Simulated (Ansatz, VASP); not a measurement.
# TiO2: VASP beside Ansatz, part 2 of 2

Wanted: the spread between two codes on one cell, functional and k mesh. Of the first pair: The structure shown is the start of the Ansatz relaxation below; VASP solves that cell, so the two are compared at the walk's first step.

VASP 6.6.1 and Ansatz 0.2.0.

So far: Set-up; Ansatz: relaxation, PBE; VASP: single point, PBE, start cell, pair 1.

## (4) Side by side

Known differences besides the potentials themselves: Ansatz cuts the interaction across the vacuum, VASP repeats the sheet with a dipole correction; the cutoff is 420 eV in Ansatz and 520 eV in VASP. Total energies have different zeros and are not compared.

Forces (eV/Å; atoms numbered as in POSCAR):

```csv
atom,"Ansatz x, y, z","VASP x, y, z"
Ti1,"0.000, 0.000, -0.045","0.000, 0.000, -0.046"
O2,"0.000, 0.000, -1.779","0.000, 0.000, -1.698"
O3,"0.000, 0.000, 1.824","0.000, 0.000, 1.744"
```

The forces differ by 38 meV/Å r.m.s., which is 4.7 % of the r.m.s. force of 0.812 eV/Å (both taken over all components). With vacuum in the cell, a pressure given here is an average over mostly empty space and none of the material.

## (5) Ansatz: relaxation, PBE

This run makes the geometry at which the two programs are then compared.

The structure compared here is the end of the Ansatz relaxation.

Contents of input.yaml:

```yaml
crystal:
  lattice:
    - [2.77577665, 0.0, 0.0]
    - [-1.38788833, 2.40389309, 0.0]
    - [0.0, 0.0, 18.80316428]
  atoms:
    - { symbol: Ti, position: [0.0, 0.0, 0.50007482] }
    - { symbol: O, position: [0.66666667, 0.33333333, 0.5603973] }
    - { symbol: O, position: [0.33333333, 0.66666667, 0.4396027] }
  periodic: [true, true, false]
kpoints:
  mp_grid: { grid: [11, 11, 1] }
scf:
  occupations: { method: fermi_dirac, width: 0.05 }
hamiltonian:
  xc: pbe
  pseudopotentials: { kind: paw }
output:
  forces: true
  stress: true
relax:
  f_tol: 0.02
  max_steps: 50
  cell: {}
```

Launch:

```
$ ansatz run input.yaml --threads 4 --pin off --max-ram 8192MiB --backend cpu --events-out ev --progress --plain --runs-dir out
```

Numbers of over 12 decimals in the logs are rounded to 6 here.

The program printed:

```text
[...]
Crystal: 3 atoms, lattice volume = 189.121 Å³
Basis set: ecut = 420 eV, 3707 PW (Γ), exchange–correlation on 40×40×384 points (8 copies of the dense FFT grid, shifted against one another)
Bands: 16, of which v1, the nominal top of the filled ones, is band 12 counted from 1 (11 counted from 0)
Symmetry: 6 space group operations
[...]
-0.000000       0.000000       0.000000
  P = ½ c Tr σ = 0.0089 N/m
--- Relaxed structure (7 steps of the walk, 7 accepted, 2 SCFs on fresh bases) ---
[...]
cell:  # Å, volume = 219.3200 Å³
    - [2.989191, 3.108697695340721e-9, 0]
    - [-1.494595, 2.588715, 0]
    - [0, 0, 28.342641]
  atoms:
    - { symbol: Ti, position: [0, 0, 0.331728] }
    - { symbol: O, position: [0.666667, 0.333333, 0.365777] }
    - { symbol: O, position: [0.333333, 0.666667, 0.297679] }
[key lines of the parts left out:]
SCF converged after 9 iterations
Free energy (F): -3638.318457 eV
Fermi energy:    -6.896090 eV
```

## (6) VASP: single point, PBE, relaxed cell, pair 2

The same cell, functional, mesh and smearing now go to VASP, with its own data sets.

Contents of INCAR:

```
SYSTEM = TiO2
PREC = Accurate
ENCUT = 520
EDIFF = 1E-06
NELM = 120
ISMEAR = -1
SIGMA = 0.05
LREAL = .FALSE.
ALGO = Normal
GGA = PE
NBANDS = 18
LASPH = .TRUE.
LORBIT = 11
LWAVE = .FALSE.
LCHARG = .FALSE.
ISIF = 2
LDIPOL = .TRUE.
IDIPOL = 3
DIPOL = 0.5 0.5 0.332
LVHAR = .TRUE.
GGA_COMPAT = .FALSE.
EFERMI = MIDGAP
NELMDL = -8
```

Contents of POSCAR:

```
TiO2
1.0
    2.9891907318      0.0000000031      0.0000000000
   -1.4945953686      2.5887151090      0.0000000000
    0.0000000000      0.0000000000     28.3426414159
Ti O
1 2
Direct
    0.0000000000      0.0000000000      0.3317281780
    0.6666666667      0.3333333333      0.3657773928
    0.3333333333      0.6666666667      0.2976789632
```

Contents of KPOINTS:

```
Automatic mesh
0
Gamma
11 11 1
0 0 0
```

PAW data sets: Ti_sv and O (PBE family, release 64).

Launch:

```
$ mpirun -np 1 vasp_std
```

The program printed:

```text
[... set-up lines as in an earlier step ...]
 entering main loop
       N       E                     dE             d eps       ncg     rms          rms(c)
DAV:   1     0.227398763344E+03    0.22740E+03   -0.11740E+04   704   0.106E+03
DAV:   2     0.210401821284E+01   -0.22529E+03   -0.21575E+03   796   0.294E+02
DAV:   3    -0.334178731754E+02   -0.35522E+02   -0.35390E+02   882   0.120E+02
DAV:   4    -0.348148573697E+02   -0.13970E+01   -0.13952E+01   814   0.230E+01
[...]
DAV:  25    -0.264972125928E+02   -0.27761E-05   -0.70350E-08   536   0.169E-03    0.499E-04
DAV:  26    -0.264972161909E+02   -0.35981E-05   -0.62314E-08   500   0.132E-03    0.139E-04
DAV:  27    -0.264972166642E+02   -0.47326E-06   -0.65533E-09   458   0.851E-04
   1 F= -.26497217E+02 E0= -.26497217E+02  d E =-.954567E-12
```

From OUTCAR (step 6):

```text
  Total        0.1936048      0.1936048      0.0598786     -0.0000000      0.0000000      0.0000000
  in kB        1.4143226      1.4143226      0.4374257     -0.0000000      0.0000000      0.0000000
  external PRESSURE =       1.0886903 kB  Pullay stress =       0.0000000 kB

 POSITION                                       TOTAL-FORCE (eV/Angst)
 -----------------------------------------------------------------------------------
      0.00000      0.00000      9.40205        -0.000000      0.000000      0.000000
      1.49460      0.86291     10.36710         0.000000      0.000000      0.057051
     -0.00000      1.72581      8.43701         0.000000     -0.000000     -0.057051
 -----------------------------------------------------------------------------------
    total drift:                               -0.000000      0.000000      0.000109

  FREE ENERGIE OF THE ION-ELECTRON SYSTEM (eV)
  ---------------------------------------------------
  free  energy   TOTEN  =       -26.4972166642 eV

  energy  without entropy=      -26.4972166642  energy(sigma->0) =      -26.49721666

[... 1 part as in an earlier step ...]

[... 2 further parts left out ...]
[key lines of the parts left out:]
E-fermi :  -5.1872
```

## (7) Comparison

Both answers:

| quantity | Ansatz | VASP | difference |
| --- | --- | --- | --- |
| gap on the k mesh (eV) | 2.722 | 2.697 | +0.025 |

Forces (eV/Å; atoms numbered as in POSCAR):

```
atom        Ansatz x, y, z          VASP x, y, z
 Ti1   0.000, 0.000, 0.000   0.000, 0.000, 0.000
  O2  0.000, 0.000, -0.002   0.000, 0.000, 0.057
  O3   0.000, 0.000, 0.002  0.000, 0.000, -0.057
```

The forces differ by 28 meV/Å r.m.s., where the r.m.s. force is 0.001 eV/Å in Ansatz and 0.027 eV/Å in VASP: the atoms lie near their places of rest in Ansatz, so a percentage would say little (all taken over all components). A gap on the mesh is an upper bound, since the band edges may lie between its points. With vacuum in the cell, a pressure given here is an average over mostly empty space and none of the material.

## (8) Summary of results

```
r.m.s. force difference (single point, PBE, start cell, pair 1)   : 4.7 % of the r.m.s. force
r.m.s. force difference (single point, PBE, relaxed cell, pair 2) : 28 meV/Å
```

**Reading.** The r.m.s. force difference is 28 meV/Å (single point, PBE, relaxed cell, pair 2), beyond the 12 meV/Å picked in this series as the mark of a large difference. What causes the difference of the single point, PBE, start cell, pair 1 pair stays open here. What causes the difference of the single point, PBE, relaxed cell, pair 2 pair stays open here. How closely two codes agree says nothing of how well the functional describes the real material.

[Lines on the potential files, build, host, timing and source positions are cut from VASP's logs without a mark.]

[Logs are printed without paths, hosts, clocks, repeated set-up lines and the standing remarks that a program may print on its own settings, such as how far it seeks lower states.]

[Hosts, paths, dates, database ids (printed as entryN), source tags and the programs' standing remarks are cut or masked in the printed files.]
